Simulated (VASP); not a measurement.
The system is Cu.

```
CELL_PARAMETERS angstrom
0.00000 1.80750 1.80750
1.80750 0.00000 1.80750
1.80750 1.80750 0.00000
ATOMIC_POSITIONS crystal
Cu 0.00000 0.00000 0.00000
```

```yaml
Program: VASP 6.6.1
Task: relaxation of cell and atoms
Functional: PBE
Dispersion: D3(BJ)
Potentials_or_basis: VASP PAW PBE potentials, release 64 (Cu)
Cutoff: 600 eV
k_mesh: 18 × 18 × 18
Occupations: methfessel-paxton, width 0.1 eV
Spin: no spin polarisation
```

At the start: pressure -5.6 GPa; volume 11.81 Å³/atom.

Task: How do energy, volume and symmetry change on relaxing?

Result: Over 3 steps the energy falls by 8.4 meV/atom and the volume is 11.36 Å³/atom (-3.9 %); space group Fm-3m (No. 225, to 0.05 Å).

The path:
```
step  energy change (eV)  largest force (eV/Å)  pressure (GPa)  volume (Å³)
   1              0.0000                0.0000           -5.65        11.81
   2             -0.0057                0.0000            3.79        11.11
   3             -0.0084                0.0000            0.01        11.36
```

Final structure:
```
Cu
1.0
     0.00000    1.78399    1.78399
     1.78399    0.00000    1.78399
     1.78399    1.78399    0.00000
Cu
1
Direct
  0.00000 0.00000 0.00000
```

Caveat: pairwise dispersion overbinds metals, which lowers pressure and volume.
